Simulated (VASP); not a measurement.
# GW on GaN

Aim: the quasiparticle gap of GaN, and what it costs to get it. The cell is of the wurtzite type, one of the forms listed for this formula. The start is a cell from a database of measured crystal structures.

Calculated with VASP 6.6.1; PBE; plane waves and PAW (Ga_d_GW, N_GW), in the first sound run; inputs show where later runs differ.

The experiments to compare with:

“Momentum selectivity and anisotropy effects in the nitrogen K-edge resonant inelastic X-ray scattering from GaN” (2004, arxiv:cond-mat/0412304) quotes from earlier work for GaN, wurtzite (quoted literature value, sample not specified): band gap (experimental optical band gap (direct, Gamma)) 3.4 eV [Rounded literature optical gap quoted in passing for comparison with the calculation …].

The database entry behind the starting cell differs from later determinations by our own check (about 0.3 % short, ideal inner coordinate), so it need not match the best structure at ambient conditions.

**1. The starting structure**

The structure is hexagonal, space group P6_3mc (No. 186). The conventional cell has a = 3.180 Å, b = 3.180 Å, c = 5.166 Å, α = 90.00°, β = 90.00°, γ = 120.00°. Nearest to Ga lie 4 N at 1.94 to 1.95 Å. N has 4 Ga at 1.94 to 1.95 Å nearest. Farther neighbours and most contacts between anions are not listed.

Coordinates:

```xyz
4
Lattice="3.1800 0.0000 0.0000 -1.5900 2.7540 0.0000 0.0000 0.0000 5.1660" Properties=species:S:1:pos:R:3 pbc="T T T"
Ga    0.0000    1.8360    0.0000
Ga    1.5900    0.9180    2.5830
N     0.0000    1.8360    1.9373
N     1.5900    0.9180    4.5203
```

**2. Ground state, k-mesh 3×3×2**

The orbitals come from a self-consistent PBE run with a tight EDIFF and a narrow smearing. KPOINTS_OPT adds the bands along a path, which shows whether the mesh holds the band edges.

File INCAR:

```
SYSTEM = GaN
PREC = Accurate
ENCUT = 450
EDIFF = 1E-08
NELM = 100
ISMEAR = 0
SIGMA = 0.01
LREAL = .FALSE.
ALGO = Normal
GGA = PE
NBANDS = 24
LORBIT = 11
LWAVE = .TRUE.
LCHARG = .FALSE.
KPAR = 2
```

File POSCAR:

```
GaN
1.0
    3.1800000000      0.0000000000      0.0000000000
   -1.5900000000      2.7539607840      0.0000000000
    0.0000000000      0.0000000000      5.1660000000
Ga N
2 2
Direct
    0.3333333333      0.6666666667      0.0000000000
    0.6666666667      0.3333333333      0.5000000000
    0.3333333333      0.6666666667      0.3750000000
    0.6666666667      0.3333333333      0.8750000000
```

File KPOINTS:

```
Automatic mesh
0
Gamma
3 3 2
0 0 0
```

File KPOINTS_OPT:

```
Line mode
12
Line-mode
Reciprocal
  0.00000000   0.00000000   0.00000000 GAMMA
  0.50000000   0.00000000   0.00000000 M

  0.50000000   0.00000000   0.00000000 M
  0.33333333   0.33333333   0.00000000 K

  0.33333333   0.33333333   0.00000000 K
  0.00000000   0.00000000   0.00000000 GAMMA

  0.00000000   0.00000000   0.00000000 GAMMA
  0.00000000   0.00000000   0.50000000 A

  0.00000000   0.00000000   0.50000000 A
  0.50000000   0.00000000   0.50000000 L

  0.50000000   0.00000000   0.50000000 L
  0.33333333   0.33333333   0.50000000 H

  0.33333333   0.33333333   0.50000000 H
  0.00000000   0.00000000   0.50000000 A

  0.50000000   0.00000000   0.50000000 L
  0.50000000   0.00000000   0.00000000 M

  0.33333333   0.33333333   0.00000000 K
  0.33333333   0.33333333   0.50000000 H
```

The projector-augmented-wave data sets are Ga_d_GW and N_GW (PBE family, release 64).

Started as:

```
$ mpirun -np 8 vasp_std
```

Output:

```text
[banner, memory and clock lines left out]
running    8 mpi-ranks, on    1 nodes
 distrk:  each k-point on    4 cores,    2 groups
 distr:  one band on    1 cores,    4 groups

 POSCAR found type information on POSCAR GaN
 POSCAR found :  2 types and       4 ions
|                                                                             |
|           W    W    AA    RRRRR   N    N  II  N    N   GGGG   !!!           |
|           W    W   A  A   R    R  NN   N  II  NN   N  G    G  !!!           |
|           W    W  A    A  R    R  N N  N  II  N N  N  G       !!!           |
|           W WW W  AAAAAA  RRRRR   N  N N  II  N  N N  G  GGG   !            |
|           WW  WW  A    A  R   R   N   NN  II  N   NN  G    G                |
|           W    W  A    A  R    R  N    N  II  N    N   GGGG   !!!           |
|                                                                             |
|     For optimal performance we recommend to set                             |
|       NCORE = 2 up to number-of-cores-per-socket                            |
|     NCORE specifies how many cores store one orbital (NPAR=cpu/NCORE).      |
|     This setting can greatly improve the performance of VASP for DFT.       |
|     The default, NCORE=1 might be grossly inefficient on modern             |
|     multi-core architectures or massively parallel machines. Do your        |
|     Unfortunately you need to use the default for GW and RPA                |
|     calculations (for HF NCORE is supported but not extensively tested      |
|     yet).                                                                   |
|                                                                             |

 LDA part: xc-table for (Slater+PW92), standard interpolation
 POSCAR, INCAR and KPOINTS ok, starting setup
 FFT: planning ... GRIDC
 FFT: planning ... GRID_SOFT
 FFT: planning ... GRID
 WAVECAR not read
 entering main loop
       N       E                     dE             d eps       ncg     rms          rms(c)
DAV:   1     0.379326599627E+03    0.37933E+03   -0.18865E+04   296   0.232E+03
DAV:   2     0.199119800607E+02   -0.35941E+03   -0.34819E+03   320   0.529E+02
DAV:   3    -0.264785686014E+02   -0.46391E+02   -0.45512E+02   360   0.228E+02
DAV:   4    -0.281509302159E+02   -0.16724E+01   -0.16711E+01   376   0.526E+01
DAV:   5    -0.281919497539E+02   -0.41020E-01   -0.41007E-01   400   0.686E+00    0.160E+01
DAV:   6    -0.238943106550E+02    0.42976E+01   -0.13129E+01   520   0.622E+01    0.738E+00
DAV:   7    -0.239704181021E+02   -0.76107E-01   -0.13883E+00   344   0.117E+01    0.454E+00
DAV:   8    -0.239695173873E+02    0.90071E-03   -0.16649E-01   432   0.792E+00    0.748E-01
DAV:   9    -0.239584104726E+02    0.11107E-01   -0.62821E-02   448   0.625E+00    0.151E-01
DAV:  10    -0.239586325863E+02   -0.22211E-03   -0.43090E-03   456   0.861E-01    0.972E-02
DAV:  11    -0.239587982632E+02   -0.16568E-03   -0.13222E-03   464   0.634E-01    0.544E-02
DAV:  12    -0.239587659549E+02    0.32308E-04   -0.22636E-04   448   0.205E-01    0.319E-03
DAV:  13    -0.239587686722E+02   -0.27172E-05   -0.10116E-05   408   0.403E-02    0.409E-03
DAV:  14    -0.239587685095E+02    0.16262E-06   -0.18079E-06   416   0.334E-02    0.638E-04
DAV:  15    -0.239587685354E+02   -0.25819E-07   -0.42478E-07   416   0.808E-03    0.931E-04
DAV:  16    -0.239587685167E+02    0.18681E-07   -0.33038E-08   312   0.213E-03    0.238E-04
DAV:  17    -0.239587685123E+02    0.43956E-08   -0.10547E-08   232   0.105E-03
   1 F= -.23958769E+02 E0= -.23958769E+02  d E =-.262704E-59
 Start KPOINTS_OPT (optional k-point list driver)
k-point batch [1-6\108]
       N       E                     dE             ncg
DAV:   1     0.150700439095E+04    0.55170E+03      288
DAV:   2    -0.649457352304E+03   -0.21565E+04      328
DAV:   3    -0.944822101052E+03   -0.29536E+03      368
DAV:   4    -0.955800161593E+03   -0.10978E+02      384
DAV:   5    -0.956149005671E+03   -0.34884E+00      376
DAV:   6    -0.956162151173E+03   -0.13146E-01      416
DAV:   7    -0.956162458803E+03   -0.30763E-03      376
DAV:   8    -0.956162472408E+03   -0.13605E-04      464
DAV:   9    -0.956162472617E+03   -0.20947E-06      408
DAV:  10    -0.956162472621E+03   -0.34566E-08      304
[...]
k-point batch [103-108\108]
       N       E                     dE             ncg
DAV:   1     0.131461047223E+04   -0.75793E+04      288
DAV:   2    -0.782913900693E+03   -0.20975E+04      312
DAV:   3    -0.104923793959E+04   -0.26632E+03      376
DAV:   4    -0.105880760292E+04   -0.95697E+01      368
DAV:   5    -0.105905577330E+04   -0.24817E+00      376
DAV:   6    -0.105907229971E+04   -0.16526E-01      408
DAV:   7    -0.105907247515E+04   -0.17544E-03      368
DAV:   8    -0.105907248591E+04   -0.10769E-04      432
DAV:   9    -0.105907248601E+04   -0.94565E-07      344
DAV:  10    -0.105907248601E+04   -0.39931E-08      224
 writing wavefunctions
```

Elapsed: 6.8 s, on 8 MPI ranks of Intel Xeon 6975P-C (Granite Rapids), shared host; peak memory 0.97 GiB.

Lines that name or quote the potential files are left out of all logs, and their timing lines are given in words.

Parts of OUTCAR (step 2):

```text
ion  position               nearest neighbor table
   1  0.333  0.667  0.000-   3 1.94   4 1.95   4 1.95   4 1.95
   2  0.667  0.333  0.500-   4 1.94   3 1.95   3 1.95   3 1.95
   3  0.333  0.667  0.375-   1 1.94   2 1.95   2 1.95   2 1.95
   4  0.667  0.333  0.875-   2 1.94   1 1.95   1 1.95   1 1.95

  LATTYP: Found a hexagonal cell.
 ALAT       =     3.1800000000
 C/A-ratio  =     1.6245283019

 Subroutine GETGRP returns: Found 12 space group operations
 (whereof  6 operations were pure point group operations)

The static configuration has the point symmetry C_3v.
 The point group associated with its full space group is C_6v.

 Found      6 irreducible k-points:

   k-points           NKPTS =      6   k-points in BZ     NKDIM =      6   number of bands    NBANDS=     24

   dimension x,y,z NGX =    24 NGY =   24 NGZ =   36
   dimension x,y,z NGXF=    48 NGYF=   48 NGZF=   72

   ENCUT  =  450.0 eV  33.07 Ry    5.75 a.u.   5.50  5.50  8.94*2*pi/ulx,y,z

   NELECT =      36.0000    total number of electrons

 k-points in reciprocal lattice and weights: Automatic mesh
   0.00000000  0.00000000  0.00000000       0.056
   0.33333333  0.00000000  0.00000000       0.333
   0.33333333  0.33333333  0.00000000       0.111
   0.00000000  0.00000000  0.50000000       0.056
   0.33333333  0.00000000  0.50000000       0.333
   0.33333333  0.33333333  0.50000000       0.111

 average (electrostatic) potential at core
       1 -63.5981       2 -63.5981       3 -61.1058       4 -61.1058

 E-fermi :   5.4438

 k-point     1 :       0.0000    0.0000    0.0000
  band No.  band energies     occupation
    ...
     14       4.2610      2.00000
     15       4.2610      2.00000
     16       5.2605      2.00000
     17       5.3299      2.00000
     18       5.3299      2.00000
     19       7.2665      0.00000
     20       9.5668      0.00000
     21      14.5703      0.00000
     22      15.1613      0.00000
     23      15.1613      0.00000
    ...

 k-point     2 :       0.3333    0.0000    0.0000
  band No.  band energies     occupation
    ...
     14       0.3509      2.00000
     15       1.3880      2.00000
     16       2.8946      2.00000
     17       4.0009      2.00000
     18       4.5813      2.00000
     19      10.2012      0.00000
     20      11.0392      0.00000
     21      12.0177      0.00000
     22      13.7862      0.00000
     23      15.6787      0.00000
    ...

 k-point     3 :       0.3333    0.3333    0.0000
  band No.  band energies     occupation
    ...
     14      -0.0732      2.00000
     15      -0.0493      2.00000
     16       2.2551      2.00000
     17       2.2551      2.00000
     18       2.5886      2.00000
     19      10.3863      0.00000
     20      13.1830      0.00000
     21      13.1830      0.00000
     22      13.7517      0.00000
     23      15.2043      0.00000
    ...

  Total        1.6647230      1.6647230      1.6690599      0.0000000     -0.0000000      0.0000000
  in kB       58.9540027     58.9540027     59.1075884      0.0000000     -0.0000000      0.0000000
  external PRESSURE =      59.0051979 kB  Pullay stress =       0.0000000 kB

  energy-cutoff  :      450.00
  volume of cell :       45.24
      direct lattice vectors                 reciprocal lattice vectors
     3.180000000  0.000000000  0.000000000     0.314465409  0.181556688  0.000000000
    -1.590000000  2.753960784  0.000000000     0.000000000  0.363113377  0.000000000
     0.000000000  0.000000000  5.166000000     0.000000000  0.000000000  0.193573364

 POSITION                                       TOTAL-FORCE (eV/Angst)
 -----------------------------------------------------------------------------------
     -0.00000      1.83597      0.00000         0.000000      0.000000     -0.118712
      1.59000      0.91799      2.58300        -0.000000     -0.000000     -0.118712
     -0.00000      1.83597      1.93725        -0.000000     -0.000000      0.118712
      1.59000      0.91799      4.52025         0.000000     -0.000000      0.118712
 -----------------------------------------------------------------------------------
    total drift:                               -0.000000      0.000000      0.000316

  FREE ENERGIE OF THE ION-ELECTRON SYSTEM (eV)
  ---------------------------------------------------
  free  energy   TOTEN  =       -23.9587685123 eV

  energy  without entropy=      -23.9587685123  energy(sigma->0) =      -23.95876851

 total charge
# of ion       s       p       d       tot
------------------------------------------
    1        0.770   0.914  10.137  11.822
    2        0.770   0.914  10.137  11.822
    3        1.186   2.485   0.000   3.671
    4        1.186   2.485   0.000   3.671
--------------------------------------------------
tot          3.914   6.798  20.274  30.986

[... 3 further parts left out ...]
```

Numbers from this step:

```
free energy (TOTEN)               : -23.96 eV
Fermi energy                      : 5.444 eV
pressure                          : 5.901 GPa
least gap on mesh and path        : 1.937 eV
least direct gap on mesh and path : 1.937 eV
```

The highest empty bands on the path are converged less tightly, to about 0.1 eV. Electronic bands along the path, in eV, zero at the valence-band top; v1 is the highest filled band, c1 the lowest empty one:

| point | v4 | v3 | v2 | v1 | c1 | c2 | c3 | c4 |
| --- | --- | --- | --- | --- | --- | --- | --- | --- |
| Γ | -1.07 | -0.07 | 0.00 | 0.00 | 1.94 | 4.24 | 9.24 | 9.83 |
| 0.45 of the way | -2.58 | -1.91 | -0.64 | -0.42 | 4.10 | 5.89 | 7.54 | 8.60 |
| M | -4.31 | -2.80 | -2.29 | -0.99 | 5.00 | 5.56 | 6.03 | 8.66 |
| 0.45 of the way | -4.28 | -3.56 | -2.42 | -1.78 | 5.60 | 6.37 | 6.50 | 8.53 |
| K | -5.38 | -3.07 | -3.07 | -2.74 | 5.06 | 7.85 | 7.85 | 8.42 |
| 0.45 of the way | -4.04 | -2.72 | -1.22 | -1.12 | 5.29 | 6.80 | 7.24 | 7.58 |
| Γ | -1.07 | -0.07 | 0.00 | 0.00 | 1.94 | 4.24 | 9.24 | 9.83 |
| 0.45 of the way | -0.95 | -0.95 | -0.14 | -0.14 | 2.99 | 4.33 | 8.90 | 9.70 |
| A | -0.55 | -0.55 | -0.55 | -0.55 | 4.25 | 4.25 | 8.49 | 8.49 |
| 0.45 of the way | -2.05 | -2.05 | -1.22 | -1.22 | 5.28 | 5.28 | 7.61 | 7.61 |
| L | -1.97 | -1.97 | -1.95 | -1.95 | 4.36 | 4.36 | 7.78 | 7.78 |
| 0.45 of the way | -3.11 | -3.11 | -1.65 | -1.65 | 5.21 | 5.21 | 8.10 | 8.10 |
| H | -4.26 | -4.26 | -1.52 | -1.52 | 6.43 | 6.43 | 7.29 | 7.29 |
| 0.45 of the way | -2.34 | -2.34 | -1.90 | -1.90 | 5.68 | 5.68 | 7.75 | 7.75 |
| A | -0.55 | -0.55 | -0.55 | -0.55 | 4.25 | 4.25 | 8.49 | 8.49 |
| jump to L | -1.97 | -1.97 | -1.95 | -1.95 | 4.36 | 4.36 | 7.78 | 7.78 |
| 0.45 of the way | -3.23 | -2.53 | -1.70 | -1.36 | 4.20 | 5.03 | 7.69 | 7.78 |
| M | -4.31 | -2.80 | -2.29 | -0.99 | 5.00 | 5.56 | 6.03 | 8.66 |
| jump to K | -5.38 | -3.07 | -3.07 | -2.74 | 5.06 | 7.85 | 7.85 | 8.42 |
| 0.45 of the way | -5.13 | -3.18 | -2.36 | -2.36 | 5.71 | 7.32 | 7.32 | 8.24 |
| H | -4.26 | -4.26 | -1.52 | -1.52 | 6.43 | 6.43 | 7.29 | 7.29 |

Of the projections kept (Ga, N), the largest for each band there; the rest of the weight can lie on other orbitals:

| point | v4 | v3 | v2 | v1 | c1 | c2 | c3 | c4 |
| --- | --- | --- | --- | --- | --- | --- | --- | --- |
| Γ | N 0.71 | N 0.78 | N 0.78 | N 0.78 | N 0.59 | Ga 0.71 | N 0.82 | Ga 1.00 |
| M | N 0.53 | N 0.65 | N 0.63 | N 0.72 | Ga 0.88 | Ga 0.59 | Ga 0.52 | N 0.65 |
| K | N 0.54 | N 0.60 | N 0.60 | N 0.62 | Ga 0.89 | N 0.56 | N 0.56 | N 0.72 |
| Γ | N 0.71 | N 0.78 | N 0.78 | N 0.78 | N 0.59 | Ga 0.71 | N 0.82 | Ga 1.00 |
| A | N 0.74 | N 0.74 | N 0.74 | N 0.74 | N 0.54 | N 0.54 | Ga 0.62 | Ga 0.62 |
| L | N 0.67 | N 0.67 | N 0.67 | N 0.67 | Ga 0.73 | Ga 0.73 | Ga 0.76 | Ga 0.76 |

The electronic bands as a text plot (rows in eV, shown from -7.2 to 7.3 only):

```
    7.0 |    +     +   + +                     +           +   ++
    6.4 |     ++  +     + ++                  +++           +  ++
    5.8 |   +++++++     +   +                    +++++        +
    5.2 |  +  ++++ +++++ +           +++    ++            ++++
    4.6 |++  +            +  +  +++++   ++++          ++ + +
    4.0 |   +              +  ++  +                     +++
    3.4 |  +                +    +
    2.8 | +                     +
    2.2 |+                   +++
    1.6 |
    1.0 |
    0.4 |
   -0.3 |****              ********                     *
   -0.9 |** ******       **  *********                **   **
   -1.5 |***  *   *     ** ***  *     ***   ******  **   **     *
   -2.1 |  *** *** *   *  * *    *   *******      ****   * **  *
   -2.7 |   * ********** * **               *     *      ******
   -3.3 |    *    * *** * **      *          *   *        *   **
   -3.9 |   *      *   * **        ***        * *     ***  *    *
   -4.5 |    *******   ***        *   *        *    **      *   *
   -5.1 |     *********                *           *        ****
   -5.7 |           *****        *      *        **        * **
   -6.3 |   ********     **     *        *  *****        ** *  **
   -6.9 |***               *****          **             ***
         Γ      M    K        Γ   A       L    H       A|L M|K  H
```

The cell has a gap of 1.94 eV on mesh and path and a pressure of +5.9 GPa, which holds the misfit of the given cell and coordinates with this functional, and any error of cutoff, mesh and data sets. Spin-orbit coupling is left out, which can shift or reorder these edges. Forces of up to 0.12 eV/Å remain in these settings.

(Continued in part 2 of 3.)

[Lines on the potential files, build, host, timing and source positions are cut from VASP's logs without a mark.]

[Logs are printed without paths, hosts, clocks, repeated set-up lines and the standing remarks that a program may print on its own settings, such as how far it seeks lower states.]

[Hosts, paths, dates, database ids (printed as entryN), source tags and the programs' standing remarks are cut or masked in the printed files.]

[Pressures printed for these runs are not shown converged in the cutoff: they can be off by several GPa and have the wrong sign.]
